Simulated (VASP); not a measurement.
Wanted: the native input for a VASP 6.6.1 run.

| Property | Result |
| --- | --- |
| Task | single point |
| Functional | PBEsol |
| Potentials or basis | VASP PAW PBE potentials, release 64 (Si, B) |
| Cutoff | 520 eV |
| k mesh | 12 × 12 × 6 |
| Occupations | gaussian, width 0.1 eV |
| Spin | no spin polarisation |
| Further INCAR settings | ALGO = Normal; EDIFF = 1e-06; NBANDS = 15 |

The structure of SiB lies in POSCAR:

```
SiB
1.0
    3.1984520000      0.0000000000      0.0000000000
   -1.5992260000      2.7699400000      0.0000000000
    0.0000000000      0.0000000000      5.8527200000
Si B
2 2
Direct
    0.0000000000      0.0000000000      0.7027130000
    0.0000000000      0.0000000000      0.2972870000
    0.6666670000      0.3333330000      0.8600380000
    0.6666670000      0.3333330000      0.1399620000
```

The cell was built by a generator and needn't be a form met in nature.

One way to write it, as run:

INCAR

```
SYSTEM = SiB
PREC = Accurate
ENCUT = 520
EDIFF = 1E-6
ISMEAR = 0
SIGMA = 0.1
LREAL = .False.
LASPH = .True.
NELM = 80
ALGO = Normal
ISIF = 2
LWAVE = .False.
LCHARG = .False.
GGA = PS
NBANDS = 15
```

KPOINTS

```
Automatic mesh
0
Gamma
  12 12 6
  0 0 0
```

Potentials or basis: VASP PAW PBE potentials, release 64 (Si, B).

The run is started by

```sh
$ cat potpaw_PBE.64/Si/POTCAR potpaw_PBE.64/B/POTCAR > POTCAR
$ mpirun -np 1 vasp_std > vasp.out
```

It gave:

```yaml
Pressure: -2.0 GPa
Largest_force: 0.027 eV/Å
Band_gap_on_the_k_mesh: none (metal or under the smearing width)
```

Caveat: the PAW data sets were made with another functional, which shifts forces and pressure a little.

It took 18 s on 1 thread of Intel(R) Xeon(R) 6975P-C (Granite Rapids), on a shared host, peak memory 0.19 GiB.
